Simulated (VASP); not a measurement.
Consider the following.

```
CELL_PARAMETERS angstrom
      0.00000     3.02427     3.02427
      3.02427     0.00000     3.02427
      3.02427     3.02427     0.00000
ATOMIC_POSITIONS crystal
  Pb 0.00000 0.00000 0.00000
  S  0.50000 0.50000 0.50000
```

Calculation: optB88-vdW, VASP's PBE PAW potentials (set 64) (plane waves; VASP). Run with 520 eV cut-off, 8×8×8 Γ-centred mesh, Gaussian smearing of 0.050 eV, potentials Pb_d S.

Task: Give the stress tensor in GPa (positive for a compressed cell).

Result: 
```
-1.53   0.00   0.00
 0.00  -1.53   0.00
 0.00   0.00  -1.53
```
The pressure is its mean diagonal, -1.53 GPa.

The compound is PbS in the rock salt structure. This cell is one point of a volume scan, at 1.03 of the reference volume.
